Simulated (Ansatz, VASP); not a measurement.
**Cross-check of TePtSe between VASP and Ansatz**

Aim: how closely do two programs agree when they are given the same cell, functional and k mesh? The cell is taken from a series of runs on this material, whose earlier steps may have relaxed, scaled, displaced or heated it; both programs get it as it stands.

Method: plane waves, with VASP 6.6.1 beside it; PBEsol, in Ansatz 0.2.0.

## Step 1: The structure

The cell holds 3 atoms: 1 Pt, 1 Se and 1 Te. Its edges and angles: a = 3.725 Å, b = 3.812 Å, c = 30.000 Å, α = 90.0°, β = 90.0°, γ = 119.3°. Vacuum lies along c.

## Step 2: Ansatz: zone-centre phonons, PBEsol, pair 1

Ansatz runs on its PAW soft_1 files.

Second derivatives magnify differences that forces hide, and they need a tight electronic threshold.

input.yaml

```yaml
crystal:
  lattice:
    - [3.725367415, 0.0, 0.0]
    - [-1.8626837075, 3.3260441441, 0.0]
    - [0.0, 0.0, 30.0]
  atoms:
    - { symbol: Pt, position: [-0.0003034682, -0.0006069364, 0.3337101348] }
    - { symbol: Se, position: [0.329957695, 0.65991539, 0.3771163541] }
    - { symbol: Te, position: [0.6703457732, 0.3406915464, 0.2858401776] }
  periodic: [true, true, false]
kpoints:
  mp_grid: { grid: [9, 9, 1] }
hamiltonian:
  xc: pbesol
  pseudopotentials: { kind: paw, azcp: { folder: soft_1 }, xc_functional: pbe }
scf:
  occupations: { method: fixed }
output:
  eigenvalues: true
phonons:
  method: dfpt
```

Command:

```sh
$ ansatz run input.yaml --threads 4 --pin off --max-ram 16384MiB --backend cpu --events-out ev --progress --plain --runs-dir out
```

Numbers of over 12 decimals in the logs are rounded to 6 here.

The log of the run:

```text
zone centre: on kpoints.mp_grid the ground state, and the responses unless they are solved on pairs of k-points, stand on 25 of the mesh's 81 k-points, reduced under 2 symmetry operations, with k and −k counted as one. Each operation leaves every solved displacement unchanged or reverses it
Engine: ansatz 0.2.0, aarch64-unknown-linux-gnu
Pseudopotentials: kind: paw
Pseudopotential: Pt, paw, valence charge 18, recommended cutoff 420 eV (normal), soft_1/Pt.paw.azcp
Pseudopotential: Se, paw, valence charge 16, recommended cutoff 420 eV (normal), soft_1/Se.paw.azcp
Pseudopotential: Te, paw, valence charge 16, recommended cutoff 420 eV (normal), soft_1/Te.paw.azcp
Functional definition: PBEsol
  exchange = pbesol_x
  correlation = pbesol_c
Crystal: 3 atoms, lattice volume = 371.722 Å³
Basis set: ecut = 420 eV, 7273 PW (Γ), exchange–correlation on 54×54×432 points (8 copies of the dense FFT grid, shifted against one another)
Bands: 30, of which v1, the nominal top of the filled ones, is band 25 counted from 1 (24 counted from 0)
Symmetry: 2 space group operations
k-points: 25 of 81 (time reversal used)
Non-local potential: Pt, projectors of the file, l = 0: 3, l = 1: 2, l = 2: 2, l = 3: 1
Non-local potential: Se, projectors of the file, l = 0: 2, l = 1: 2, l = 2: 3, l = 3: 1
Non-local potential: Te, projectors of the file, l = 0: 2, l = 1: 2, l = 2: 2, l = 3: 1
PAW form: soft (Blöchl's): semilocal exchange-correlation on the pseudo side does not see the compensation charge
PAW frozen core: Pt, regenerated for the run's functional, and the local potential with it (the file was generated under x = pbe(κ = 0.804, μ = 0.219515), c = pbe(β = 0.066725))
PAW frozen core: Se, regenerated for the run's functional, and the local potential with it (the file was generated under x = pbe(κ = 0.804, μ = 0.219515), c = pbe(β = 0.066725))
PAW frozen core: Te, regenerated for the run's functional, and the local potential with it (the file was generated under x = pbe(κ = 0.804, μ = 0.219515), c = pbe(β = 0.066725))
PAW one-centre angular grid: Pt, 590 points (default); XC on 64 Gauss nodes
PAW one-centre angular grid: Se, 590 points (default); XC on 64 Gauss nodes
PAW one-centre angular grid: Te, 590 points (default); XC on 64 Gauss nodes
Initial density: superposition of atomic densities (neutral atoms: chi_scale 0, normalization atom)
Initial wavefunctions: pseudopotential atomic-orbital guess
Functional: x = pbesol(κ = 0.804, μ = 0.123457), c = pbesol(β = 0.046)
SCF iter   1: F=—  HF=-24712.876280 eV  |F-HF|=—  |Δ(HF+E_count)|=         —  Δρ=2.97e-2  dr2=3.84e0  ethr=3.10e-3  ⟨swp⟩=7.0  Hψ=3387  notcnv=0  defer=73
preconditioner: auto → Resta (q_TF=auto, 1.953 Å⁻¹)  ε∞=2.0  [insulator: Δε(μ)=1.314 eV  Ē_g=9.049 eV  n_scr=40 (ndim 8)  ℏωp=9.0 eV  f_vac=0.777  ε∞_Penn≈2.0  vacuum switching on, ρ_ref=5.9e-3 e/Å³]
SCF iter   2: F=—  HF=-24712.797575 eV  |F-HF|=—  |Δ(HF+E_count)|=   7.87e-2  Δρ=1.92e-2  dr2=6.18e0  ethr=3.10e-3  ⟨swp⟩=4.7  Hψ=2061  notcnv=0  defer=74
SCF iter   3: F=—  HF=-24712.257505 eV  |F-HF|=—  |Δ(HF+E_count)|=   5.40e-1  Δρ=9.08e-3  dr2=1.48e0  ethr=3.10e-3  ⟨swp⟩=4.2  Hψ=1526  notcnv=0  defer=75
SCF iter   4: F=—  HF=-24712.135809 eV  |F-HF|=—  |Δ(HF+E_count)|=   1.22e-1  Δρ=6.66e-3  dr2=7.36e-2  ethr=2.96e-3  ⟨swp⟩=3.4  Hψ=1120  notcnv=0  defer=75
SCF iter   5: F=—  HF=-24712.119807 eV  |F-HF|=—  |Δ(HF+E_count)|=   1.60e-2  Δρ=1.58e-3  dr2=2.06e-2  ethr=1.47e-4  ⟨swp⟩=3.4  Hψ=1381  notcnv=0  defer=75
SCF iter   6: F=—  HF=-24712.118493 eV  |F-HF|=—  |Δ(HF+E_count)|=   1.31e-3  Δρ=3.28e-4  dr2=9.30e-4  ethr=4.13e-5  ⟨swp⟩=3.6  Hψ=1045  notcnv=0  defer=75
SCF iter   7: F=—  HF=-24712.118538 eV  |F-HF|=—  |Δ(HF+E_count)|=   4.53e-5  Δρ=1.07e-4  dr2=5.14e-5  ethr=1.86e-6  ⟨swp⟩=3.5  Hψ=1524  notcnv=0  defer=75
SCF iter   8: F=—  HF=-24712.118547 eV  |F-HF|=—  |Δ(HF+E_count)|=   8.43e-6  Δρ=2.88e-5  dr2=1.08e-5  ethr=1.03e-7  ⟨swp⟩=3.4  Hψ=1539  notcnv=0  defer=75
SCF iter   9: F=—  HF=-24712.118534 eV  |F-HF|=—  |Δ(HF+E_count)|=   1.30e-5  Δρ=1.06e-5  dr2=1.42e-6  ethr=2.16e-8  ⟨swp⟩=3.2  Hψ=1542  notcnv=0  defer=75
SCF iter  10: F=—  HF=-24712.118640 eV  |F-HF|=—  |Δ(HF+E_count)|=   1.06e-4  Δρ=5.68e-6  dr2=8.88e-8  ethr=2.84e-9  ⟨swp⟩=3.3  Hψ=1415  notcnv=0  defer=75
SCF iter  11: F=—  HF=-24712.118640 eV  |F-HF|=—  |Δ(HF+E_count)|=   6.11e-9  Δρ=1.07e-6  dr2=5.92e-9  ethr=1.78e-10  ⟨swp⟩=3.2  Hψ=1374  notcnv=0  defer=75
SCF iter  12: F=—  HF=-24712.118640 eV  |F-HF|=—  |Δ(HF+E_count)|=   2.28e-9  Δρ=7.17e-7  dr2=4.91e-9  ethr=1.18e-11  ⟨swp⟩=3.0  Hψ=1440  notcnv=0  defer=75
SCF iter  13: F=-24712.118640 eV  HF=-24712.118640 eV  |F-HF|=1.31e-10  |Δ(HF+E_count)|=  2.87e-10  Δρ=8.92e-8  dr2=6.79e-11  ethr=1.00e-12  ⟨swp⟩=30.0  Hψ=8631  notcnv=0
SCF 1 converged in 13 iterations: F = -24712.118640 eV  dr2 = 6.79e-11
  greatest PAW one-centre occupation: 1.000 electrons in one spin orbital (limit 2), on the Pt atom at site 0 (counted from 0), in its partial waves of l = 0
DFPT response loops at Γ: preconditioner auto → none (the input reference at scf.mixing.eps_inf says where Resta's filter doesn't serve); β = 0.50; Broyden in place of MSR1
SCF converged after 13 iterations
Free energy (F): -24712.118640 eV
Harris-Foulkes:  -24712.118640 eV  (|F-HF|=1.31e-10)
Internal energy: -24712.118640 eV  (E = F + TS)
E sigma→0 (E₀):  -24712.118640 eV
Fermi energy:    -4.971537 eV
--- Per-component energies (eV) ---
  E_band       = -1724.863479
  E_kinetic    = 881.114584
  E_local      = -117828.675038  (includes V_loc(G=0)·N_el)
  E_nonlocal   = -77.030335
  E_hartree    = 58335.272127
  E_xc         = -437.345112
  E_vxc        = -463.424904  (∫ρ·V_xc dr)
  E_paw        = -16026.684790  (= ΣΔE_a)
  E_vpaw       = -907.391770  (= ΣTr[D̂ρ^β])
  E_aug_tail   = 0.000832  (compensation charges beyond the density's cutoff)
  E_ewald      = 50439.558799
  E_core_change = 1.670294  (= ΣΔE_core)
  E_smearing   = -0.000000  (= −TS)
  E_closure    = -0.000000  (closes the sum)
  Σ components = -24712.118640   (vs F -24712.118640, Δ=0.00e0)
--- Band table (eV; the first three rows and the last of 25) ---
  k-point 0: bands = [... 21 lower, -7.0567, -5.9135, -5.2183, -4.9715, -2.3365 (-2.3365°), -2.2887 (-2.2887°), -1.2974 (-1.2976°), -0.3378, ... 1 higher]
  k-point 1: bands = [... 21 lower, -7.3055, -5.8526, -5.4141, -5.0349, -3.2698, -2.5010, -0.9229 (-0.9236°), -0.0125, ... 1 higher]
  k-point 2: bands = [... 21 lower, -7.7971, -6.0850, -5.5797, -5.3850, -4.1733, -2.7419, -0.3035 (-0.3052°), -0.0976, ... 1 higher]
  k-point 24: bands = [... 21 lower, -7.7231, -7.2136, -6.8449, -5.7055, -4.2387, -3.1492, -0.0485 (-0.0485°), 0.7578, ... 1 higher]
  ° read free of the cell's end (the report's vacuum.weakly_bound_levels)
--- Phonons (Γ-DFPT): 9 representative perturbations + reference, on 25 of 81 k-points (Σ response iterations 44) ---
  k mesh reduced under 2 symmetry operations, with k and −k counted as one. Each operation leaves every solved displacement unchanged or reverses it
  ASR residual: 1.517e-4 → 0.000e0 eV/Å²; symmetrization residual: 3.210e-5 eV/Å²
  ASR residual per site (eV/Å²): 1.03e-4 9.61e-5 1.52e-4
  Γ frequencies (cm⁻¹): 0.00 0.00 0.00 151.37 153.05 174.90 202.73 207.04 212.24
  non-analytic LO–TO correction: not included (Born effective charges unavailable; polar crystals: no LO–TO splitting at Γ)
```

In the SCF lines HF is the Harris–Foulkes energy and dr2 the Hartree energy of the density residual, in eV; the loop may stop once dr2 is under the threshold and the program's other checks hold. Hψ counts applications of the Hamiltonian.

[end of part 1 of 3]

[Lines on the potential files, build, host, timing and source positions are cut from VASP's logs without a mark.]

[Logs are printed without paths, hosts, clocks, repeated set-up lines and the standing remarks that a program may print on its own settings, such as how far it seeks lower states.]

[Hosts, paths, dates, database ids (printed as entryN), source tags and the programs' standing remarks are cut or masked in the printed files.]
